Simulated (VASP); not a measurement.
These are PBEsol GGA, VASP's PBE PAW potentials (set 64) (plane waves; VASP) values and carry that method's errors.

A VASP calculation is set up with these files.

**POSCAR**
```
PtS2
1
    1.8181747065    -3.1491710423     0.0000000000
    1.8181747065     3.1491710423     0.0000000000
    0.0000000000     0.0000000000     4.9142742423
Pt S
1 2
Direct
  0.0000000000   0.0000000000   1.0000000000
  0.3333330000   0.6666670000   0.2484506173
  0.6666670000   0.3333330000   0.7515493827
```

### KPOINTS
```
Regular mesh
0
gamma
  7 7 5
0 0 0
```

INCAR:
```
! general
SYSTEM  = PtS2
PREC    = Accurate
ENCUT   = 520
LREAL   = .FALSE.
LASPH   = .TRUE.

! electronic loop
EDIFF   = 1E-7
NELM    = 100
ALGO    = Normal
LMAXMIX = 6

! smearing
ISMEAR  = 0
SIGMA   = 0.05

! functional
GGA     = PS

! ions
IBRION  = 2
NSW     = 30
ISIF    = 4
EDIFFG  = -0.01

! output
LWAVE   = .FALSE.
LCHARG  = .FALSE.
```

POTCAR, in this order: Pt S (PBE.64 set). Program: vasp_std.

The resulting files:

OSZICAR:
```
       N       E                     dE             d eps       ncg     rms          rms(c)
DAV:   1     0.114680127102E+03    0.11468E+03   -0.10482E+04   960   0.131E+03
DAV:   2    -0.129712406639E+02   -0.12765E+03   -0.12464E+03  1226   0.246E+02
DAV:   3    -0.181932968715E+02   -0.52221E+01   -0.51888E+01  1226   0.536E+01
DAV:   4    -0.182517673713E+02   -0.58470E-01   -0.58445E-01  1177   0.619E+00
DAV:   5    -0.182527588118E+02   -0.99144E-03   -0.99142E-03  1303   0.793E-01    0.167E+01
DAV:   6    -0.172466161892E+02    0.10061E+01   -0.81654E+00   967   0.290E+01    0.115E+01
DAV:   7    -0.169465830277E+02    0.30003E+00   -0.14758E+00   967   0.135E+01    0.513E+00
DAV:   8    -0.169244081864E+02    0.22175E-01   -0.12090E-01  1044   0.240E+00    0.137E+00
DAV:   9    -0.169182747574E+02    0.61334E-02   -0.13959E-02  1114   0.133E+00    0.336E-01
DAV:  10    -0.169182656193E+02    0.91382E-05   -0.24541E-03  1107   0.347E-01    0.566E-02
DAV:  11    -0.169182815715E+02   -0.15952E-04   -0.52978E-05  1282   0.675E-02    0.401E-02
DAV:  12    -0.169182827206E+02   -0.11491E-05   -0.50477E-06  1135   0.215E-02    0.140E-02
DAV:  13    -0.169182831893E+02   -0.46873E-06   -0.17189E-06  1114   0.923E-03    0.315E-03
DAV:  14    -0.169182832409E+02   -0.51555E-07   -0.11006E-07   900   0.293E-03
   1 F= -.16918283E+02 E0= -.16918283E+02  d E =-.169183E+02
       N       E                     dE             d eps       ncg     rms          rms(c)
DAV:   1    -0.169635021862E+02   -0.45219E-01   -0.41148E+00   960   0.129E+01    0.163E+00
DAV:   2    -0.169666900369E+02   -0.31879E-02   -0.18060E-01  1170   0.334E+00    0.650E-01
DAV:   3    -0.169634776194E+02    0.32124E-02   -0.59316E-03  1365   0.656E-01    0.341E-01
DAV:   4    -0.169624833500E+02    0.99427E-03   -0.47669E-03  1044   0.459E-01    0.118E-01
DAV:   5    -0.169624882583E+02   -0.49084E-05   -0.65260E-04  1100   0.192E-01    0.593E-02
DAV:   6    -0.169624854653E+02    0.27931E-05   -0.52030E-05  1205   0.515E-02    0.215E-02
DAV:   7    -0.169624852840E+02    0.18126E-06   -0.51082E-06  1177   0.177E-02    0.554E-03
DAV:   8    -0.169624854393E+02   -0.15526E-06   -0.81922E-07  1170   0.706E-03    0.381E-03
DAV:   9    -0.169624854015E+02    0.37837E-07   -0.15561E-07   718   0.293E-03
   2 F= -.16962485E+02 E0= -.16962485E+02  d E =-.442022E-01
       N       E                     dE             d eps       ncg     rms          rms(c)
DAV:   1    -0.169876573509E+02   -0.25172E-01   -0.63612E+00   960   0.160E+01    0.217E+00
DAV:   2    -0.169914896255E+02   -0.38323E-02   -0.27913E-01  1170   0.419E+00    0.854E-01
DAV:   3    -0.169863644125E+02    0.51252E-02   -0.96364E-03  1388   0.833E-01    0.443E-01
DAV:   4    -0.169847598431E+02    0.16046E-02   -0.78591E-03  1072   0.583E-01    0.150E-01
DAV:   5    -0.169847690716E+02   -0.92284E-05   -0.10379E-03  1100   0.236E-01    0.742E-02
DAV:   6    -0.169847661065E+02    0.29650E-05   -0.77410E-05  1233   0.614E-02    0.268E-02
DAV:   7    -0.169847657111E+02    0.39544E-06   -0.10201E-05  1170   0.226E-02    0.640E-03
DAV:   8    -0.169847660306E+02   -0.31952E-06   -0.15421E-06  1170   0.879E-03    0.575E-03
DAV:   9    -0.169847660080E+02    0.22646E-07   -0.12600E-07   830   0.257E-03
   3 F= -.16984766E+02 E0= -.16984766E+02  d E =-.664828E-01
       N       E                     dE             d eps       ncg     rms          rms(c)
DAV:   1    -0.169849104642E+02   -0.14443E-03   -0.42412E-02   960   0.130E+00    0.164E-01
DAV:   2    -0.169849185146E+02   -0.80505E-05   -0.18537E-03  1184   0.344E-01    0.678E-02
DAV:   3    -0.169848826849E+02    0.35830E-04   -0.75982E-05  1358   0.731E-02    0.350E-02
DAV:   4    -0.169848742101E+02    0.84747E-05   -0.44613E-05  1100   0.441E-02    0.106E-02
DAV:   5    -0.169848740986E+02    0.11150E-06   -0.59538E-06  1100   0.181E-02    0.667E-03
DAV:   6    -0.169848740702E+02    0.28407E-07   -0.47898E-07  1177   0.488E-03
   4 F= -.16984874E+02 E0= -.16984874E+02  d E =-.665908E-01
       N       E                     dE             d eps       ncg     rms          rms(c)
DAV:   1    -0.170052126035E+02   -0.20339E-01   -0.75212E-01   967   0.633E+00    0.842E-01
DAV:   2    -0.169922196572E+02    0.12993E-01   -0.43079E-02  1065   0.180E+00    0.434E-01
DAV:   3    -0.169900790306E+02    0.21406E-02   -0.60308E-03  1156   0.683E-01    0.173E-01
DAV:   4    -0.169894235942E+02    0.65544E-03   -0.17827E-03  1128   0.298E-01    0.916E-02
DAV:   5    -0.169893932512E+02    0.30343E-04   -0.17402E-04  1184   0.956E-02    0.285E-02
DAV:   6    -0.169893940647E+02   -0.81351E-06   -0.16498E-05  1236   0.337E-02    0.140E-02
DAV:   7    -0.169893944106E+02   -0.34586E-06   -0.24336E-06  1142   0.150E-02    0.630E-03
DAV:   8    -0.169893945055E+02   -0.94957E-07   -0.36168E-07  1205   0.501E-03
   5 F= -.16989395E+02 E0= -.16989395E+02  d E =-.452044E-02
       N       E                     dE             d eps       ncg     rms          rms(c)
DAV:   1    -0.169968853091E+02   -0.74909E-02   -0.31880E-01   967   0.412E+00    0.543E-01
DAV:   2    -0.169914092815E+02    0.54760E-02   -0.18195E-02  1072   0.117E+00    0.281E-01
DAV:   3    -0.169905082342E+02    0.90105E-03   -0.25493E-03  1149   0.444E-01    0.112E-01
DAV:   4    -0.169902322758E+02    0.27596E-03   -0.75089E-04  1149   0.193E-01    0.594E-02
DAV:   5    -0.169902190390E+02    0.13237E-04   -0.74461E-05  1170   0.622E-02    0.185E-02
DAV:   6    -0.169902193556E+02   -0.31661E-06   -0.69390E-06  1243   0.221E-02    0.921E-03
DAV:   7    -0.169902194587E+02   -0.10307E-06   -0.10334E-06  1156   0.979E-03    0.402E-03
DAV:   8    -0.169902194806E+02   -0.21958E-07   -0.14350E-07   907   0.320E-03
   6 F= -.16990219E+02 E0= -.16990219E+02  d E =-.534541E-02
```

OUTCAR:
```
------------------------ aborting loop because EDIFF is reached ----------------------------------------
  FORCE on cell =-STRESS in cart. coord.  units (eV):
  Direction    XX          YY          ZZ          XY          YZ          ZX
  --------------------------------------------------------------------------------------
  Total       -0.1883015     -0.1883015     -0.1951707      0.0000000      0.0000000      0.0000000
  in kB       -5.3609673     -5.3609675     -5.5565341      0.0000000      0.0000000      0.0000000
  external PRESSURE =      -5.4261563 kB  Pullay stress =       0.0000000 kB
  volume of cell :       56.28
      direct lattice vectors                 reciprocal lattice vectors
     1.778918479 -3.081177239 -0.000000000     0.281069653 -0.162275637  0.000000000
     1.778918479  3.081177239 -0.000000000     0.281069653  0.162275637 -0.000000000
    -0.000000000  0.000000000  5.133558582     0.000000000  0.000000000  0.194796647
 POSITION                                       TOTAL-FORCE (eV/Angst)
 -----------------------------------------------------------------------------------
      1.77892      3.08118     -0.00000        -0.000000      0.000000      0.000000
      1.77892      1.02706      1.20444         0.000000     -0.000000      0.005172
      1.77892     -1.02706      3.92912        -0.000000      0.000000     -0.005172
 -----------------------------------------------------------------------------------
    total drift:                                0.000000     -0.000000     -0.000000
  FREE ENERGIE OF THE ION-ELECTRON SYSTEM (eV)
  ---------------------------------------------------
  free  energy   TOTEN  =       -16.9902194806 eV

  energy  without entropy=      -16.9902194806  energy(sigma->0) =      -16.99021948

 reached required accuracy - stopping structural energy minimisation
```
(Selected blocks of OUTCAR.)

### CONTCAR
```
PtS2
   1.00000000000000
     1.7789184787520653   -3.0811772392925669   -0.0000000000000000
     1.7789184787520653    3.0811772392925669   -0.0000000000000000
    -0.0000000000000000    0.0000000000000000    5.1335585815693268
  Pt              S
     1     2
Direct
     0.0000000000000000    1.0000000000000000    0.0000000000000000
     0.3333330000000032    0.6666669999999968    0.2346203543459726
     0.6666669999999968    0.3333330000000032    0.7653796456540276
```

### OUTCAR
```
 val. band max:        6.2689312333   @ k =   0.0000   0.1429   0.2000

 cond. band min:       7.0676101597   @ k =   0.0000   0.2857   0.2000


 Fermi energy:         6.5293012366

 k-point     1 :       0.0000    0.0000    0.0000
  band No.  band energies     occupation
      1      -8.9018      2.00000
      2      -5.9940      2.00000
      3      -0.5133      2.00000
      4      -0.3099      2.00000
      5      -0.3099      2.00000
      6       2.5150      2.00000
      7       2.5150      2.00000
      8       4.3698      2.00000
      9       5.2414      2.00000
     10       5.2414      2.00000
     11       6.2302      2.00000
     12       8.5025      0.00000
     13       8.5026      0.00000
     14      10.9544      0.00000
     15      11.5957      0.00000

 k-point     2 :       0.1429    0.0000    0.0000
  band No.  band energies     occupation
      1      -8.6434      2.00000
      2      -6.1169      2.00000
      3      -0.2666      2.00000
      4      -0.1466      2.00000
      5      -0.1163      2.00000
      6       2.1029      2.00000
      7       2.3379      2.00000
      8       3.7859      2.00000
      9       5.0927      2.00000
     10       5.2251      2.00000
     11       6.1498      2.00000
     12       7.8397      0.00000
     13       8.3747      0.00000
     14      11.9932      0.00000
     15      12.5289      0.00000

 k-point     3 :       0.2857    0.0000    0.0000
  band No.  band energies     occupation
      1      -7.9588      2.00000
      2      -6.3886      2.00000
      3      -0.0139      2.00000
      4       0.1978      2.00000
      5       0.6661      2.00000
      6       0.9834      2.00000
      7       2.2128      2.00000
      8       3.2153      2.00000
      9       4.6013      2.00000
     10       4.7071      2.00000
     11       5.1812      2.00000
     12       7.8420      0.00000
     13       8.5167      0.00000
     14      11.6761      0.00000
     15      13.7185      0.00000
...
```

Without a dispersion term in the relaxation, distances and binding between the weakly bound layers, chains or molecules are unreliable, and so is what depends on them. Unless said otherwise, spin-orbit coupling is left out, though it shifts the bands of the heavy elements here.

The compound is PtS2 in the 1T layered structure. This cell is one point of a volume scan, at 1.06 of the reference volume. Symmetry was kept, so distortions that lower it aren't found.
